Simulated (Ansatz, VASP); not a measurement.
**SrPbSe3: VASP beside Ansatz**

Wanted: the spread between two codes on one cell, functional and k mesh. The cell is generated by rule, not measured, and may not be a known phase. The cell is taken from a series of runs on this material, whose earlier steps may have relaxed, scaled, displaced or heated it; both programs get it as it stands.

Program: Ansatz 0.2.0. Level of theory: plane waves, with VASP 6.6.1 beside it; zone-centre phonons at PBE. Results are calculated unless marked as measured.

The structure was built from a prototype and need not be the compound's stable phase.

**1. The starting structure**

The structure is cubic, space group Pm-3m (No. 221). The conventional cell has a = 5.458 Å, b = 5.458 Å, c = 5.458 Å, α = 90.00°, β = 90.00°, γ = 90.00°. Nearest to Sr lie 12 Se at 3.86 Å. Pb has 6 Se at 2.73 Å nearest. Nearest to Se lie 2 Pb at 2.73 Å and 4 Sr at 3.86 Å. Farther neighbours and most contacts between anions are not listed.

**2. VASP: zone-centre phonons, PBE**

Second derivatives magnify differences that forces hide, and they need a tight electronic threshold.

Lines of VASP's logs that name or quote its potential files are left out, and so is its time.

Input file INCAR:

```
SYSTEM = SrPbSe3
PREC = Accurate
ENCUT = 500
EDIFF = 1E-08
NELM = 120
ISMEAR = 1
SIGMA = 0.2
LREAL = .FALSE.
ALGO = Normal
GGA = PE
NBANDS = 27
LORBIT = 11
LWAVE = .FALSE.
LCHARG = .FALSE.
ISIF = 2
IBRION = 8
LASPH = .TRUE.
GGA_COMPAT = .FALSE.
KPAR = 2
```

Input file POSCAR:

```
SrPbSe3
1.0
    5.4577123742      0.0000000000      0.0000000000
    0.0000000000      5.4577123742      0.0000000000
    0.0000000000      0.0000000000      5.4577123742
Sr Pb Se
1 1 3
Direct
    0.0000000000      0.0000000000      0.0000000000
    0.5000000000      0.5000000000      0.5000000000
    0.5000000000      0.5000000000      0.0000000000
    0.5000000000      0.0000000000      0.5000000000
    0.0000000000      0.5000000000      0.5000000000
```

Input file KPOINTS:

```
Automatic mesh
0
Gamma
8 8 8
0 0 0
```

The projector-augmented-wave data sets are Sr_sv, Pb_d and Se (PBE family, release 64).

Run with:

```sh
> mpirun -np 2 vasp_std
```

Numbers of over 12 decimals in the logs are rounded to 6 here.

The log of the run:

```text
[banner, memory and clock lines left out]
running    2 mpi-ranks, on    1 nodes
 distrk:  each k-point on    1 cores,    2 groups
 distr:  one band on    1 cores,    1 groups

 POSCAR found type information on POSCAR SrPbSe
 POSCAR found :  3 types and       5 ions
 LDA part: xc-table for (Slater+PW92), standard interpolation
 POSCAR, INCAR and KPOINTS ok, starting setup
 FFT: planning ... GRIDC
 FFT: planning ... GRID_SOFT
 FFT: planning ... GRID
 WAVECAR not read
 entering main loop
       N       E                     dE             d eps       ncg     rms          rms(c)
DAV:   1     0.350866578843E+03    0.35087E+03   -0.18381E+04  1890   0.140E+03
DAV:   2     0.194203041096E+02   -0.33145E+03   -0.32174E+03  2033   0.329E+02
DAV:   3    -0.172390575406E+02   -0.36659E+02   -0.35967E+02  2460   0.114E+02
DAV:   4    -0.190325451034E+02   -0.17935E+01   -0.17858E+01  3144   0.261E+01
DAV:   5    -0.190793936675E+02   -0.46849E-01   -0.46806E-01  2753   0.324E+00    0.721E+00
DAV:   6    -0.184113357343E+02    0.66806E+00   -0.14793E+00  2534   0.101E+01    0.453E+00
DAV:   7    -0.183440383500E+02    0.67297E-01   -0.72734E-01  2869   0.435E+00    0.174E+00
DAV:   8    -0.183426214942E+02    0.14169E-02   -0.18202E-01  2870   0.356E+00    0.310E-01
DAV:   9    -0.183382757471E+02    0.43457E-02   -0.28630E-02  2826   0.155E+00    0.192E-01
DAV:  10    -0.183389092353E+02   -0.63349E-03   -0.26305E-03  2903   0.335E-01    0.972E-02
DAV:  11    -0.183388294706E+02    0.79765E-04   -0.90695E-04  2536   0.262E-01    0.140E-02
DAV:  12    -0.183388379086E+02   -0.84380E-05   -0.57791E-05  2690   0.421E-02    0.844E-03
DAV:  13    -0.183388380614E+02   -0.15278E-06   -0.20585E-06  3339   0.695E-03    0.520E-03
DAV:  14    -0.183388384107E+02   -0.34931E-06   -0.14457E-06  2824   0.644E-03    0.224E-03
DAV:  15    -0.183388382661E+02    0.14457E-06   -0.16528E-07  2793   0.261E-03    0.447E-04
DAV:  16    -0.183388382509E+02    0.15205E-07   -0.17486E-08  1959   0.122E-03    0.909E-05
DAV:  17    -0.183388382410E+02    0.98503E-08   -0.13070E-09  1616   0.390E-04
   1 F= -.18338838E+02 E0= -.18337838E+02  d E =-.299978E-02
 Linear response reoptimize wavefunctions to high precision
DAV:   1    -0.183388382510E+02   -0.99303E-08   -0.77723E-10  1749   0.289E-04
DAV:   2    -0.183388382511E+02   -0.94133E-10   -0.22407E-10  1320   0.121E-04
 Linear response DOF=           4
 Linear response progress:
  Degree of freedom:   1/  4
       N       E                     dE             d eps       ncg     rms          rms(c)
RMM:   1    -0.302661653646E+00   -0.30266E+00    0.39163E-01  6613   0.229E+00
RMM:   2    -0.306402857292E+00   -0.37412E-02   -0.36893E-02  7590   0.486E-01    0.206E-01
RMM:   3    -0.307109481442E+00   -0.70662E-03   -0.21817E-03  8418   0.164E-01    0.122E-01
RMM:   4    -0.307156667938E+00   -0.47186E-04   -0.64308E-04  8337   0.902E-02    0.456E-02
RMM:   5    -0.307565704908E+00   -0.40904E-03   -0.67497E-05  8916   0.320E-02    0.116E-02
RMM:   6    -0.307644933954E+00   -0.79229E-04   -0.13431E-05  9435   0.129E-02    0.332E-03
RMM:   7    -0.307624247689E+00    0.20686E-04   -0.28692E-06  9495   0.521E-03    0.652E-04
RMM:   8    -0.307612791886E+00    0.11456E-04   -0.90936E-07  9729   0.252E-03    0.236E-04
RMM:   9    -0.307609140777E+00    0.36511E-05   -0.86417E-07 10078   0.134E-03    0.166E-04
RMM:  10    -0.307604694115E+00    0.44467E-05   -0.10065E-06  9799   0.860E-04    0.871E-05
RMM:  11    -0.307604262876E+00    0.43124E-06   -0.14645E-07 10044   0.614E-04    0.575E-05
RMM:  12    -0.307604121486E+00    0.14139E-06    0.25368E-08 10232   0.480E-04    0.996E-06
RMM:  13    -0.307604098303E+00    0.23183E-07    0.36666E-07 10251   0.405E-04    0.412E-06
RMM:  14    -0.307604132023E+00   -0.33720E-07    0.88870E-08 10147   0.363E-04    0.108E-05
RMM:  15    -0.307604140982E+00   -0.89599E-08    0.30809E-08 10102   0.338E-04    0.891E-06
 first order change of Fermi-energy  -0.94052E-04
 force on displaced ion       1 direction 1 :   0.959   0.000   0.000
 Linear response progress:
  Degree of freedom:   2/  4
       N       E                     dE             d eps       ncg     rms          rms(c)
RMM:   1    -0.338126133492E+00   -0.33813E+00   -0.54868E-02  5731   0.462E+00
RMM:   2    -0.339981825121E+00   -0.18557E-02   -0.15854E-02  5989   0.776E-01    0.769E-02
RMM:   3    -0.339892604420E+00    0.89221E-04   -0.15472E-03  6819   0.212E-01    0.481E-02
RMM:   4    -0.339559740720E+00    0.33286E-03   -0.22743E-04  7159   0.768E-02    0.415E-03
RMM:   5    -0.339551472719E+00    0.82680E-05   -0.33295E-05  7821   0.250E-02    0.279E-03
RMM:   6    -0.339561254976E+00   -0.97823E-05   -0.72221E-06  7778   0.107E-02    0.721E-04
RMM:   7    -0.339567992397E+00   -0.67374E-05   -0.22613E-06  8276   0.468E-03    0.445E-04
RMM:   8    -0.339573144358E+00   -0.51520E-05   -0.88703E-07  8553   0.240E-03    0.103E-04
RMM:   9    -0.339573171697E+00   -0.27338E-07   -0.78761E-08  9034   0.132E-03    0.439E-05
RMM:  10    -0.339573083479E+00    0.88218E-07    0.17636E-07  9334   0.831E-04    0.177E-05
RMM:  11    -0.339573074525E+00    0.89542E-08   -0.10964E-07  9583   0.599E-04    0.616E-06
RMM:  12    -0.339573075689E+00   -0.11642E-08   -0.84416E-08  9720   0.473E-04    0.395E-06
 first order change of Fermi-energy   0.14781E-03
 force on displaced ion       2 direction 1 :  -4.684  -0.000   0.000
 Linear response progress:
  Degree of freedom:   3/  4
       N       E                     dE             d eps       ncg     rms          rms(c)
RMM:   1    -0.906453747814E-01   -0.90645E-01    0.67082E-02 13251   0.961E-01
RMM:   2    -0.900046215680E-01    0.64075E-03   -0.38403E-03 11767   0.250E-01    0.579E-02
RMM:   3    -0.902565822360E-01   -0.25196E-03   -0.62331E-04 12508   0.107E-01    0.335E-02
RMM:   4    -0.906143246624E-01   -0.35774E-03   -0.15810E-04 12508   0.497E-02    0.826E-03
RMM:   5    -0.906340207096E-01   -0.19696E-04   -0.29315E-05 14220   0.186E-02    0.538E-03
RMM:   6    -0.906364238145E-01   -0.24031E-05   -0.63308E-06 13519   0.938E-03    0.117E-03
RMM:   7    -0.906395871007E-01   -0.31633E-05   -0.19676E-06 14824   0.425E-03    0.709E-04
RMM:   8    -0.906395682870E-01    0.18814E-07   -0.11774E-06 14531   0.206E-03    0.199E-04
RMM:   9    -0.906395495837E-01    0.18703E-07   -0.84059E-07 15860   0.106E-03    0.108E-04
RMM:  10    -0.906395262195E-01    0.23364E-07    0.37158E-07 16184   0.618E-04    0.406E-05
RMM:  11    -0.906396407731E-01   -0.11455E-06   -0.69119E-07 16464   0.422E-04    0.199E-05
RMM:  12    -0.906395638718E-01    0.76901E-07    0.19132E-08 16936   0.330E-04    0.113E-05
RMM:  13    -0.906395952287E-01   -0.31357E-07   -0.52333E-07 16582   0.288E-04    0.354E-06
RMM:  14    -0.906395852572E-01    0.99715E-08    0.18772E-08 17048   0.264E-04    0.674E-06
 first order change of Fermi-energy   0.31057E-03
 force on displaced ion       3 direction 1 :   0.971   0.000   0.000
 Linear response progress:
  Degree of freedom:   4/  4
       N       E                     dE             d eps       ncg     rms          rms(c)
RMM:   1    -0.946854877267E-01   -0.94685E-01    0.44659E-02  7917   0.124E+00
RMM:   2    -0.886902050002E-01    0.59953E-02   -0.46028E-03  6891   0.374E-01    0.101E-01
RMM:   3    -0.893840752014E-01   -0.69387E-03   -0.11732E-03  7268   0.152E-01    0.424E-02
RMM:   4    -0.897744494425E-01   -0.39037E-03   -0.25812E-04  7372   0.655E-02    0.111E-02
RMM:   5    -0.898028722923E-01   -0.28423E-04   -0.34458E-05  8115   0.257E-02    0.631E-03
RMM:   6    -0.898443792032E-01   -0.41507E-04   -0.97523E-06  7836   0.130E-02    0.168E-03
RMM:   7    -0.898513617505E-01   -0.69825E-05   -0.24630E-06  8337   0.545E-03    0.113E-03
RMM:   8    -0.898528511416E-01   -0.14894E-05   -0.10183E-06  8529   0.251E-03    0.348E-04
RMM:   9    -0.898534006555E-01   -0.54951E-06   -0.29451E-07  9355   0.124E-03    0.134E-04
RMM:  10    -0.898536595975E-01   -0.25894E-06    0.24080E-07  9190   0.718E-04    0.468E-05
RMM:  11    -0.898539537607E-01   -0.29416E-06   -0.48270E-07  9348   0.478E-04    0.278E-05
RMM:  12    -0.898538678307E-01    0.85930E-07    0.31754E-07  9755   0.364E-04    0.747E-06
RMM:  13    -0.898538718791E-01   -0.40484E-08   -0.51155E-07  9851   0.308E-04    0.993E-06
RMM:  14    -0.898538573401E-01    0.14539E-07    0.67338E-07  9796   0.281E-04    0.303E-06
RMM:  15    -0.898538621972E-01   -0.48571E-08   -0.56345E-07  9620   0.268E-04    0.605E-06
RMM:  16    -0.898538583461E-01    0.38511E-08    0.42129E-07  9158   0.261E-04    0.300E-06
RMM:  17    -0.898538599309E-01   -0.15848E-08   -0.70943E-08  9093   0.257E-04    0.462E-06
 first order change of Fermi-energy  -0.47319E-03
 force on displaced ion       3 direction 3 :   0.000  -0.000  -8.756
 Linear response finished
```

(Continued in part 2 of 3.)

[Lines on the potential files, build, host, timing and source positions are cut from VASP's logs without a mark.]

[Logs are printed without paths, hosts, clocks, repeated set-up lines and the standing remarks that a program may print on its own settings, such as how far it seeks lower states.]

[Hosts, paths, dates, database ids (printed as entryN), source tags and the programs' standing remarks are cut or masked in the printed files.]
